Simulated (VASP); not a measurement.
The input files of a VASP run:

### INCAR
```
SYSTEM = As
PREC = Accurate
ENCUT = 520
EDIFF = 1E-7
NELM = 100
ALGO = Normal
LREAL = .FALSE.
LASPH = .TRUE.
ISMEAR = -5
GGA = ML
ZAB_VDW = -1.8867
LUSE_VDW = .TRUE.
AGGAC = 0.0
LMAXMIX = 4
LWAVE = .FALSE.
LCHARG = .TRUE.
LORBIT = 11
NEDOS = 601
ISIF = 2
```

### POSCAR
```
As
4.4685440
  1.0000000662  -0.4309075401   0.0482845687
  1.0000000662   0.4309075401   0.0482845687
  0.7798842307   0.0000000000   0.7614415859
As
2
Cart
  0.6087646939   0.0000000000   0.1878950946
  2.1711196692  -0.0000000000   0.6701156287
```

**KPOINTS**
```
Automatic
0
G
13 13 13
0 0 0
```

POTCAR, in this order: As (PBE.64 set). Program: vasp_std.

Translate this vdW-DF2 calculation to Quantum ESPRESSO's pw.x.

One equivalent input (not run):
```
&CONTROL
  calculation = 'scf'
  pseudo_dir = './pseudo'
  outdir = './out'
  tprnfor = .true.
  tstress = .true.
/
&SYSTEM
  ibrav = 0
  nat = 2
  ntyp = 1
  ecutwfc = 84
  occupations = 'tetrahedra'
  input_dft = 'vdw-df2'
/
&ELECTRONS
  conv_thr = 7.3e-09
  electron_maxstep = 100
/
ATOMIC_SPECIES
  As 74.922 As.upf
CELL_PARAMETERS angstrom
     4.4685443   -1.9255293    0.2157617
     4.4685443    1.9255293    0.2157617
     3.4849470    0.0000000    3.4025352
ATOMIC_POSITIONS crystal
  As   0.2189892  0.2189892  0.2189892
  As   0.7810108  0.7810108  0.7810108
K_POINTS automatic
  13 13 13 0 0 0
```
What does not carry over: the potentials are each code's own (VASP's PAW set, PseudoDojo norm-conserving files in pw.x), so ENCUT and ecutwfc are chosen apart and not converted; conv_thr bounds pw.x's estimated SCF error, while EDIFF bounds the energy change between steps.

The compound is As in the a7 structure. It was relaxed first, which changed the volume by +29 %.
